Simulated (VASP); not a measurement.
A convergence study with VASP on ZnO (wurtzite): one setting is varied, all else stays as given below, so the limit is that of these other settings. Each run relaxes cell and ions from the cell shown.

```
ZnO
1.0
    1.62500    -2.81458     0.00000
    1.62500     2.81458     0.00000
    0.00000     0.00000     5.21000
Zn O
2 2
Cartesian
  1.62500  -0.93820   2.60500
  1.62500   0.93820   0.00000
  1.62500  -0.93820   4.59522
  1.62500   0.93820   1.99022
```

The numbers are results of LDA (Ceperley-Alder, Perdew-Zunger), VASP's LDA PAW potentials (set 64) (plane waves; VASP), not measurements. The tightest run used: 700 eV cut-off, 12×12×7 Γ-centred mesh, Gaussian smearing of 0.050 eV, potentials Zn O.

| setting | relaxed volume (Å³/atom) | E (eV/atom) | irreducible k-points |
|---|---|---|---|
| 2×2×1 mesh | 10.504 | -5.2694 | 2 |
| 3×3×2 mesh | 11.423 | -5.2604 | 6 |
| 4×4×2 mesh | 11.409 | -5.2859 | 8 |

These are the cheaper rows. Estimate the results at 12×12×7 mesh, and how far the last row shown lies from them.

```csv
quantity,tightest run,last row shown is off by
relaxed volume (Å³/atom),11.411,-0.002
E (eV/atom),-5.2935,0.0076
```

Left out are rungs that failed or repeat a setting and relaxations that didn't move; long series are thinned to 24 rows.

The compound is ZnO in the wurtzite structure.
